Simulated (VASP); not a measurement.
An input for Quantum ESPRESSO's pw.x (written as the equivalent of a VASP run, and not itself run):

```
&CONTROL
  calculation = 'scf'
  pseudo_dir = './pseudo'
  outdir = './out'
  tprnfor = .true.
  tstress = .true.
/
&SYSTEM
  ibrav = 0
  nat = 4
  ntyp = 2
  ecutwfc = 84
  occupations = 'smearing'
  smearing = 'gaussian'
  degauss = 0.003675
  input_dft = 'pbe'
/
&ELECTRONS
  conv_thr = 7.3e-09
  electron_maxstep = 100
/
ATOMIC_SPECIES
  Zn 65.380 Zn.upf
  S 32.060 S.upf
CELL_PARAMETERS angstrom
     1.9224927   -3.3298549    0.0000000
     1.9224927    3.3298549    0.0000000
     0.0000000    0.0000000    6.2991473
ATOMIC_POSITIONS crystal
  Zn   0.6666670  0.3333330  0.5001178
  Zn   0.3333330  0.6666670  0.0001178
  S    0.6666670  0.3333330  0.8748822
  S    0.3333330  0.6666670  0.3748822
K_POINTS automatic
  6 6 4 0 0 0
```

Write the VASP files for the same calculation (PBE).

This is not unique; one that fits is 
**KPOINTS**
```
Automatic mesh
0
Gamma
6 6 4
0 0 0
```

INCAR:
```
ALGO  =  Normal
EDIFF  =  1E-7
ENCUT  =  480
GGA  =  PE
ISIF  =  2
ISMEAR  =  0
LASPH  =  .TRUE.
LCHARG  =  .FALSE.
LMAXMIX  =  4
LREAL  =  .FALSE.
LWAVE  =  .FALSE.
NELM  =  100
PREC  =  Accurate
SIGMA  =  0.05
SYSTEM  =  ZnS
```

File POSCAR:
```
ZnS
1.0
  1.9224926603  -3.3298549215   0.0000000000
  1.9224926603   3.3298549215   0.0000000000
  0.0000000000   0.0000000000   6.2991473197
Zn S
2 2
Cart
  1.9224926603  -1.1099538604   3.1503155205
  1.9224926603   1.1099538604   0.0007418607
  1.9224926603  -1.1099538604   5.5110120441
  1.9224926603   1.1099538604   2.3614383842
```

POTCAR, in this order: Zn S (PBE.64 set). Program: vasp_std.

The two are equivalent in intent, not identical: the potentials are each code's own (VASP's PAW set, PseudoDojo norm-conserving files in pw.x), so ENCUT and ecutwfc are chosen apart and not converted; conv_thr bounds pw.x's estimated SCF error, while EDIFF bounds the energy change between steps.

The compound is ZnS in the wurtzite structure, the high-temperature form. It was relaxed first.
